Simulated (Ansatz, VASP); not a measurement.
# Cross-check of Ge (Germanium) between VASP and Ansatz, part 2 of 3

One calculation is typed for both programs; each brings its own data sets. How far apart do they land? The structure shown is the start of the Ansatz relaxation below; VASP solves that cell, so the two are compared at the walk's first step.

VASP 6.6.1 and Ansatz 0.2.0.

So far: Set-up; Ansatz: relaxation, r2SCAN.

### Step 3. VASP: single point, r2SCAN, start cell

Level of this step: r2SCAN; plane waves and PAW (Ge_d) (VASP).

The same cell, functional, mesh and smearing now go to VASP, with its own data sets.

Lines of VASP's logs that name or quote its potential files are left out, and so is its time.

File INCAR:

```
SYSTEM = Ge
PREC = Accurate
ENCUT = 450
EDIFF = 1E-06
NELM = 120
ISMEAR = 0
SIGMA = 0.02
LREAL = .FALSE.
ALGO = Normal
METAGGA = R2SCAN
LASPH = .TRUE.
NBANDS = 20
LORBIT = 11
LWAVE = .FALSE.
LCHARG = .FALSE.
ISIF = 2
ISYM = 2
GGA_COMPAT = .FALSE.
EFERMI = MIDGAP
LMIXTAU = .TRUE.
KPAR = 2
```

File POSCAR:

```
Ge
1.0
   -0.0432020000      2.7950150000      2.8561610000
    2.7950150000     -0.0432020000      2.8561610000
    2.7518130000      2.7518130000      0.0000000000
Ge
2
Direct
    0.4987194349      0.4987194349      0.5012544005
    0.7512804775      0.7512804775      0.7487455053
```

File KPOINTS:

```
Points of the shifted mesh
1728
Reciprocal
 0.0416666667  0.0416666667  0.0416666667 1
 0.0416666667  0.0416666667  0.1250000000 1
 0.0416666667  0.0416666667  0.2083333333 1
 0.0416666667  0.0416666667  0.2916666667 1
 0.0416666667  0.0416666667  0.3750000000 1
 0.0416666667  0.0416666667  0.4583333333 1
 0.0416666667  0.0416666667  0.5416666667 1
 0.0416666667  0.0416666667  0.6250000000 1
 0.0416666667  0.0416666667  0.7083333333 1
 0.0416666667  0.0416666667  0.7916666667 1
 0.0416666667  0.0416666667  0.8750000000 1
 0.0416666667  0.0416666667  0.9583333333 1
 0.0416666667  0.1250000000  0.0416666667 1
 0.0416666667  0.1250000000  0.1250000000 1
 0.0416666667  0.1250000000  0.2083333333 1
 0.0416666667  0.1250000000  0.2916666667 1
 0.0416666667  0.1250000000  0.3750000000 1
 0.0416666667  0.1250000000  0.4583333333 1
 0.0416666667  0.1250000000  0.5416666667 1
 0.0416666667  0.1250000000  0.6250000000 1
 0.0416666667  0.1250000000  0.7083333333 1
 0.0416666667  0.1250000000  0.7916666667 1
 0.0416666667  0.1250000000  0.8750000000 1
 0.0416666667  0.1250000000  0.9583333333 1
 0.0416666667  0.2083333333  0.0416666667 1
 0.0416666667  0.2083333333  0.1250000000 1
 0.0416666667  0.2083333333  0.2083333333 1
 0.0416666667  0.2083333333  0.2916666667 1
 0.0416666667  0.2083333333  0.3750000000 1
 0.0416666667  0.2083333333  0.4583333333 1
 0.0416666667  0.2083333333  0.5416666667 1
 0.0416666667  0.2083333333  0.6250000000 1
 0.0416666667  0.2083333333  0.7083333333 1
 0.0416666667  0.2083333333  0.7916666667 1
 0.0416666667  0.2083333333  0.8750000000 1
 0.0416666667  0.2083333333  0.9583333333 1
 0.0416666667  0.2916666667  0.0416666667 1
 0.0416666667  0.2916666667  0.1250000000 1
 0.0416666667  0.2916666667  0.2083333333 1
 0.0416666667  0.2916666667  0.2916666667 1
 0.0416666667  0.2916666667  0.3750000000 1
 0.0416666667  0.2916666667  0.4583333333 1
 0.0416666667  0.2916666667  0.5416666667 1
 0.0416666667  0.2916666667  0.6250000000 1
 0.0416666667  0.2916666667  0.7083333333 1
 0.0416666667  0.2916666667  0.7916666667 1
 0.0416666667  0.2916666667  0.8750000000 1
 0.0416666667  0.2916666667  0.9583333333 1
 0.0416666667  0.3750000000  0.0416666667 1
 0.0416666667  0.3750000000  0.1250000000 1
 0.0416666667  0.3750000000  0.2083333333 1
 0.0416666667  0.3750000000  0.2916666667 1
 0.0416666667  0.3750000000  0.3750000000 1
 0.0416666667  0.3750000000  0.4583333333 1
 0.0416666667  0.3750000000  0.5416666667 1
 0.0416666667  0.3750000000  0.6250000000 1
 0.0416666667  0.3750000000  0.7083333333 1
 0.0416666667  0.3750000000  0.7916666667 1
 0.0416666667  0.3750000000  0.8750000000 1
 0.0416666667  0.3750000000  0.9583333333 1
 0.0416666667  0.4583333333  0.0416666667 1
 0.0416666667  0.4583333333  0.1250000000 1
 0.0416666667  0.4583333333  0.2083333333 1
 0.0416666667  0.4583333333  0.2916666667 1
 0.0416666667  0.4583333333  0.3750000000 1
 0.0416666667  0.4583333333  0.4583333333 1
 0.0416666667  0.4583333333  0.5416666667 1
 0.0416666667  0.4583333333  0.6250000000 1
 0.0416666667  0.4583333333  0.7083333333 1
 0.0416666667  0.4583333333  0.7916666667 1
 0.0416666667  0.4583333333  0.8750000000 1
 0.0416666667  0.4583333333  0.9583333333 1
 0.0416666667  0.5416666667  0.0416666667 1
 0.0416666667  0.5416666667  0.1250000000 1
 0.0416666667  0.5416666667  0.2083333333 1
 0.0416666667  0.5416666667  0.2916666667 1
 0.0416666667  0.5416666667  0.3750000000 1
 0.0416666667  0.5416666667  0.4583333333 1
 0.0416666667  0.5416666667  0.5416666667 1
 0.0416666667  0.5416666667  0.6250000000 1
 0.0416666667  0.5416666667  0.7083333333 1
 0.0416666667  0.5416666667  0.7916666667 1
 0.0416666667  0.5416666667  0.8750000000 1
 0.0416666667  0.5416666667  0.9583333333 1
 0.0416666667  0.6250000000  0.0416666667 1
 0.0416666667  0.6250000000  0.1250000000 1
 0.0416666667  0.6250000000  0.2083333333 1
 0.0416666667  0.6250000000  0.2916666667 1
 0.0416666667  0.6250000000  0.3750000000 1
 0.0416666667  0.6250000000  0.4583333333 1
 0.0416666667  0.6250000000  0.5416666667 1
 0.0416666667  0.6250000000  0.6250000000 1
 0.0416666667  0.6250000000  0.7083333333 1
 0.0416666667  0.6250000000  0.7916666667 1
 0.0416666667  0.6250000000  0.8750000000 1
 0.0416666667  0.6250000000  0.9583333333 1
 0.0416666667  0.7083333333  0.0416666667 1
 0.0416666667  0.7083333333  0.1250000000 1
 0.0416666667  0.7083333333  0.2083333333 1
 0.0416666667  0.7083333333  0.2916666667 1
 0.0416666667  0.7083333333  0.3750000000 1
 0.0416666667  0.7083333333  0.4583333333 1
 0.0416666667  0.7083333333  0.5416666667 1
 0.0416666667  0.7083333333  0.6250000000 1
 0.0416666667  0.7083333333  0.7083333333 1
 0.0416666667  0.7083333333  0.7916666667 1
 0.0416666667  0.7083333333  0.8750000000 1
 0.0416666667  0.7083333333  0.9583333333 1
 0.0416666667  0.7916666667  0.0416666667 1
 0.0416666667  0.7916666667  0.1250000000 1
 0.0416666667  0.7916666667  0.2083333333 1
 0.0416666667  0.7916666667  0.2916666667 1
[... 1390 lines left out ...]
 0.8750000000  0.4583333333  0.1250000000 1
 0.8750000000  0.4583333333  0.2083333333 1
 0.8750000000  0.4583333333  0.2916666667 1
 0.8750000000  0.4583333333  0.3750000000 1
 0.8750000000  0.4583333333  0.4583333333 1
 0.8750000000  0.4583333333  0.5416666667 1
 0.8750000000  0.4583333333  0.6250000000 1
 0.8750000000  0.4583333333  0.7083333333 1
 0.8750000000  0.4583333333  0.7916666667 1
 0.8750000000  0.4583333333  0.8750000000 1
 0.8750000000  0.4583333333  0.9583333333 1
 0.8750000000  0.5416666667  0.0416666667 1
 0.8750000000  0.5416666667  0.1250000000 1
 0.8750000000  0.5416666667  0.2083333333 1
 0.8750000000  0.5416666667  0.2916666667 1
 0.8750000000  0.5416666667  0.3750000000 1
 0.8750000000  0.5416666667  0.4583333333 1
 0.8750000000  0.5416666667  0.5416666667 1
 0.8750000000  0.5416666667  0.6250000000 1
 0.8750000000  0.5416666667  0.7083333333 1
 0.8750000000  0.5416666667  0.7916666667 1
 0.8750000000  0.5416666667  0.8750000000 1
 0.8750000000  0.5416666667  0.9583333333 1
 0.8750000000  0.6250000000  0.0416666667 1
 0.8750000000  0.6250000000  0.1250000000 1
 0.8750000000  0.6250000000  0.2083333333 1
 0.8750000000  0.6250000000  0.2916666667 1
 0.8750000000  0.6250000000  0.3750000000 1
 0.8750000000  0.6250000000  0.4583333333 1
 0.8750000000  0.6250000000  0.5416666667 1
 0.8750000000  0.6250000000  0.6250000000 1
 0.8750000000  0.6250000000  0.7083333333 1
 0.8750000000  0.6250000000  0.7916666667 1
 0.8750000000  0.6250000000  0.8750000000 1
 0.8750000000  0.6250000000  0.9583333333 1
 0.8750000000  0.7083333333  0.0416666667 1
 0.8750000000  0.7083333333  0.1250000000 1
 0.8750000000  0.7083333333  0.2083333333 1
 0.8750000000  0.7083333333  0.2916666667 1
 0.8750000000  0.7083333333  0.3750000000 1
 0.8750000000  0.7083333333  0.4583333333 1
 0.8750000000  0.7083333333  0.5416666667 1
 0.8750000000  0.7083333333  0.6250000000 1
 0.8750000000  0.7083333333  0.7083333333 1
 0.8750000000  0.7083333333  0.7916666667 1
 0.8750000000  0.7083333333  0.8750000000 1
 0.8750000000  0.7083333333  0.9583333333 1
 0.8750000000  0.7916666667  0.0416666667 1
 0.8750000000  0.7916666667  0.1250000000 1
 0.8750000000  0.7916666667  0.2083333333 1
 0.8750000000  0.7916666667  0.2916666667 1
 0.8750000000  0.7916666667  0.3750000000 1
 0.8750000000  0.7916666667  0.4583333333 1
 0.8750000000  0.7916666667  0.5416666667 1
 0.8750000000  0.7916666667  0.6250000000 1
 0.8750000000  0.7916666667  0.7083333333 1
 0.8750000000  0.7916666667  0.7916666667 1
 0.8750000000  0.7916666667  0.8750000000 1
 0.8750000000  0.7916666667  0.9583333333 1
 0.8750000000  0.8750000000  0.0416666667 1
 0.8750000000  0.8750000000  0.1250000000 1
 0.8750000000  0.8750000000  0.2083333333 1
 0.8750000000  0.8750000000  0.2916666667 1
 0.8750000000  0.8750000000  0.3750000000 1
 0.8750000000  0.8750000000  0.4583333333 1
 0.8750000000  0.8750000000  0.5416666667 1
 0.8750000000  0.8750000000  0.6250000000 1
 0.8750000000  0.8750000000  0.7083333333 1
 0.8750000000  0.8750000000  0.7916666667 1
 0.8750000000  0.8750000000  0.8750000000 1
 0.8750000000  0.8750000000  0.9583333333 1
 0.8750000000  0.9583333333  0.0416666667 1
 0.8750000000  0.9583333333  0.1250000000 1
 0.8750000000  0.9583333333  0.2083333333 1
 0.8750000000  0.9583333333  0.2916666667 1
 0.8750000000  0.9583333333  0.3750000000 1
 0.8750000000  0.9583333333  0.4583333333 1
 0.8750000000  0.9583333333  0.5416666667 1
 0.8750000000  0.9583333333  0.6250000000 1
 0.8750000000  0.9583333333  0.7083333333 1
 0.8750000000  0.9583333333  0.7916666667 1
 0.8750000000  0.9583333333  0.8750000000 1
 0.8750000000  0.9583333333  0.9583333333 1
 0.9583333333  0.0416666667  0.0416666667 1
 0.9583333333  0.0416666667  0.1250000000 1
 0.9583333333  0.0416666667  0.2083333333 1
 0.9583333333  0.0416666667  0.2916666667 1
 0.9583333333  0.0416666667  0.3750000000 1
 0.9583333333  0.0416666667  0.4583333333 1
 0.9583333333  0.0416666667  0.5416666667 1
 0.9583333333  0.0416666667  0.6250000000 1
 0.9583333333  0.0416666667  0.7083333333 1
 0.9583333333  0.0416666667  0.7916666667 1
 0.9583333333  0.0416666667  0.8750000000 1
 0.9583333333  0.0416666667  0.9583333333 1
 0.9583333333  0.1250000000  0.0416666667 1
 0.9583333333  0.1250000000  0.1250000000 1
 0.9583333333  0.1250000000  0.2083333333 1
 0.9583333333  0.1250000000  0.2916666667 1
 0.9583333333  0.1250000000  0.3750000000 1
 0.9583333333  0.1250000000  0.4583333333 1
 0.9583333333  0.1250000000  0.5416666667 1
 0.9583333333  0.1250000000  0.6250000000 1
 0.9583333333  0.1250000000  0.7083333333 1
 0.9583333333  0.1250000000  0.7916666667 1
 0.9583333333  0.1250000000  0.8750000000 1
 0.9583333333  0.1250000000  0.9583333333 1
 0.9583333333  0.2083333333  0.0416666667 1
 0.9583333333  0.2083333333  0.1250000000 1
 0.9583333333  0.2083333333  0.2083333333 1
 0.9583333333  0.2083333333  0.2916666667 1
 0.9583333333  0.2083333333  0.3750000000 1
 0.9583333333  0.2083333333  0.4583333333 1
 0.9583333333  0.2083333333  0.5416666667 1
 0.9583333333  0.2083333333  0.6250000000 1
 0.9583333333  0.2083333333  0.7083333333 1
 0.9583333333  0.2083333333  0.7916666667 1
 0.9583333333  0.2083333333  0.8750000000 1
 0.9583333333  0.2083333333  0.9583333333 1
 0.9583333333  0.2916666667  0.0416666667 1
 0.9583333333  0.2916666667  0.1250000000 1
 0.9583333333  0.2916666667  0.2083333333 1
 0.9583333333  0.2916666667  0.2916666667 1
 0.9583333333  0.2916666667  0.3750000000 1
 0.9583333333  0.2916666667  0.4583333333 1
 0.9583333333  0.2916666667  0.5416666667 1
 0.9583333333  0.2916666667  0.6250000000 1
 0.9583333333  0.2916666667  0.7083333333 1
 0.9583333333  0.2916666667  0.7916666667 1
 0.9583333333  0.2916666667  0.8750000000 1
 0.9583333333  0.2916666667  0.9583333333 1
 0.9583333333  0.3750000000  0.0416666667 1
 0.9583333333  0.3750000000  0.1250000000 1
 0.9583333333  0.3750000000  0.2083333333 1
 0.9583333333  0.3750000000  0.2916666667 1
 0.9583333333  0.3750000000  0.3750000000 1
 0.9583333333  0.3750000000  0.4583333333 1
 0.9583333333  0.3750000000  0.5416666667 1
 0.9583333333  0.3750000000  0.6250000000 1
 0.9583333333  0.3750000000  0.7083333333 1
 0.9583333333  0.3750000000  0.7916666667 1
 0.9583333333  0.3750000000  0.8750000000 1
 0.9583333333  0.3750000000  0.9583333333 1
 0.9583333333  0.4583333333  0.0416666667 1
 0.9583333333  0.4583333333  0.1250000000 1
 0.9583333333  0.4583333333  0.2083333333 1
 0.9583333333  0.4583333333  0.2916666667 1
 0.9583333333  0.4583333333  0.3750000000 1
 0.9583333333  0.4583333333  0.4583333333 1
 0.9583333333  0.4583333333  0.5416666667 1
 0.9583333333  0.4583333333  0.6250000000 1
 0.9583333333  0.4583333333  0.7083333333 1
 0.9583333333  0.4583333333  0.7916666667 1
 0.9583333333  0.4583333333  0.8750000000 1
 0.9583333333  0.4583333333  0.9583333333 1
 0.9583333333  0.5416666667  0.0416666667 1
 0.9583333333  0.5416666667  0.1250000000 1
 0.9583333333  0.5416666667  0.2083333333 1
 0.9583333333  0.5416666667  0.2916666667 1
 0.9583333333  0.5416666667  0.3750000000 1
 0.9583333333  0.5416666667  0.4583333333 1
 0.9583333333  0.5416666667  0.5416666667 1
 0.9583333333  0.5416666667  0.6250000000 1
 0.9583333333  0.5416666667  0.7083333333 1
 0.9583333333  0.5416666667  0.7916666667 1
 0.9583333333  0.5416666667  0.8750000000 1
 0.9583333333  0.5416666667  0.9583333333 1
 0.9583333333  0.6250000000  0.0416666667 1
 0.9583333333  0.6250000000  0.1250000000 1
 0.9583333333  0.6250000000  0.2083333333 1
 0.9583333333  0.6250000000  0.2916666667 1
 0.9583333333  0.6250000000  0.3750000000 1
 0.9583333333  0.6250000000  0.4583333333 1
 0.9583333333  0.6250000000  0.5416666667 1
 0.9583333333  0.6250000000  0.6250000000 1
 0.9583333333  0.6250000000  0.7083333333 1
 0.9583333333  0.6250000000  0.7916666667 1
 0.9583333333  0.6250000000  0.8750000000 1
 0.9583333333  0.6250000000  0.9583333333 1
 0.9583333333  0.7083333333  0.0416666667 1
 0.9583333333  0.7083333333  0.1250000000 1
 0.9583333333  0.7083333333  0.2083333333 1
 0.9583333333  0.7083333333  0.2916666667 1
 0.9583333333  0.7083333333  0.3750000000 1
 0.9583333333  0.7083333333  0.4583333333 1
 0.9583333333  0.7083333333  0.5416666667 1
 0.9583333333  0.7083333333  0.6250000000 1
 0.9583333333  0.7083333333  0.7083333333 1
 0.9583333333  0.7083333333  0.7916666667 1
 0.9583333333  0.7083333333  0.8750000000 1
 0.9583333333  0.7083333333  0.9583333333 1
 0.9583333333  0.7916666667  0.0416666667 1
 0.9583333333  0.7916666667  0.1250000000 1
 0.9583333333  0.7916666667  0.2083333333 1
 0.9583333333  0.7916666667  0.2916666667 1
 0.9583333333  0.7916666667  0.3750000000 1
 0.9583333333  0.7916666667  0.4583333333 1
 0.9583333333  0.7916666667  0.5416666667 1
 0.9583333333  0.7916666667  0.6250000000 1
 0.9583333333  0.7916666667  0.7083333333 1
 0.9583333333  0.7916666667  0.7916666667 1
 0.9583333333  0.7916666667  0.8750000000 1
 0.9583333333  0.7916666667  0.9583333333 1
 0.9583333333  0.8750000000  0.0416666667 1
 0.9583333333  0.8750000000  0.1250000000 1
 0.9583333333  0.8750000000  0.2083333333 1
 0.9583333333  0.8750000000  0.2916666667 1
 0.9583333333  0.8750000000  0.3750000000 1
 0.9583333333  0.8750000000  0.4583333333 1
 0.9583333333  0.8750000000  0.5416666667 1
 0.9583333333  0.8750000000  0.6250000000 1
 0.9583333333  0.8750000000  0.7083333333 1
 0.9583333333  0.8750000000  0.7916666667 1
 0.9583333333  0.8750000000  0.8750000000 1
 0.9583333333  0.8750000000  0.9583333333 1
 0.9583333333  0.9583333333  0.0416666667 1
 0.9583333333  0.9583333333  0.1250000000 1
 0.9583333333  0.9583333333  0.2083333333 1
 0.9583333333  0.9583333333  0.2916666667 1
 0.9583333333  0.9583333333  0.3750000000 1
 0.9583333333  0.9583333333  0.4583333333 1
 0.9583333333  0.9583333333  0.5416666667 1
 0.9583333333  0.9583333333  0.6250000000 1
 0.9583333333  0.9583333333  0.7083333333 1
 0.9583333333  0.9583333333  0.7916666667 1
 0.9583333333  0.9583333333  0.8750000000 1
 0.9583333333  0.9583333333  0.9583333333 1
```

Potentials, in the order of the species: Ge_d (PBE family, release 64).

On the command line:

```
> mpirun -np 2 vasp_std
```

What it wrote:

```text
[banner, memory and clock lines left out]
running    2 mpi-ranks, on    1 nodes
 distrk:  each k-point on    1 cores,    2 groups
 distr:  one band on    1 cores,    1 groups

 POSCAR found type information on POSCAR Ge
 POSCAR found :  1 types and       2 ions
|                                                                             |
|               ----> ADVICE to this user running VASP <----                  |
|                                                                             |
|     You enforced a specific xc type in the INCAR file but a different       |
|     [... a line on the potential file left out ...]
|     I HOPE YOU KNOW WHAT YOU ARE DOING!                                     |
|                                                                             |

 LDA part: xc-table for (None), standard interpolation
 POSCAR, INCAR and KPOINTS ok, starting setup
 FFT: planning ... GRIDC
 FFT: planning ... GRID_SOFT
 FFT: planning ... GRID
 WAVECAR not read
 entering main loop
       N       E                     dE             d eps       ncg     rms          rms(c)
DAV:   1     0.160069932834E+03    0.16007E+03   -0.14282E+04 74468   0.366E+03
DAV:   2    -0.545193488149E+01   -0.16552E+03   -0.16113E+03 69264   0.574E+02
DAV:   3    -0.296507291364E+02   -0.24199E+02   -0.24045E+02 78108   0.143E+02
DAV:   4    -0.304030566569E+02   -0.75233E+00   -0.75190E+00 77876   0.300E+01
DAV:   5    -0.304156244159E+02   -0.12568E-01   -0.12567E-01 77500   0.419E+00    0.342E+00
DAV:   6    -0.277230882524E+02    0.26925E+01   -0.35446E-01 75600   0.104E+01    0.199E+00
DAV:   7    -0.279278236681E+02   -0.20474E+00   -0.32453E-01 91488   0.839E+00    0.328E-01
DAV:   8    -0.277273620922E+02    0.20046E+00   -0.12759E-01 74560   0.480E+00    0.131E-01
DAV:   9    -0.277180401404E+02    0.93220E-02   -0.58930E-03 75064   0.780E-01    0.112E-01
DAV:  10    -0.277175419487E+02    0.49819E-03   -0.33293E-03 88224   0.970E-01    0.358E-02
DAV:  11    -0.277189416467E+02   -0.13997E-02   -0.28160E-03 70164   0.505E-01    0.208E-02
DAV:  12    -0.277205363393E+02   -0.15947E-02   -0.53722E-04 70340   0.284E-01    0.103E-02
DAV:  13    -0.277205928539E+02   -0.56515E-04   -0.10718E-04 80060   0.943E-02    0.701E-03
DAV:  14    -0.277206102346E+02   -0.17381E-04   -0.12088E-05 61572   0.301E-02    0.362E-03
DAV:  15    -0.277206261397E+02   -0.15905E-04   -0.87557E-06 58864   0.243E-02    0.117E-03
DAV:  16    -0.277206343700E+02   -0.82304E-05   -0.19841E-06 56616   0.176E-02    0.453E-04
DAV:  17    -0.277206346589E+02   -0.28889E-06   -0.20382E-07 46796   0.606E-03
   1 F= -.27720635E+02 E0= -.27720635E+02  d E =-.711964E-47
```

(Continued in part 3 of 3.)

[Lines on the potential files, build, host, timing and source positions are cut from VASP's logs without a mark.]

[Logs are printed without paths, hosts, clocks, repeated set-up lines and the standing remarks that a program may print on its own settings, such as how far it seeks lower states.]

[Hosts, paths, dates, database ids (printed as entryN), source tags and the programs' standing remarks are cut or masked in the printed files.]
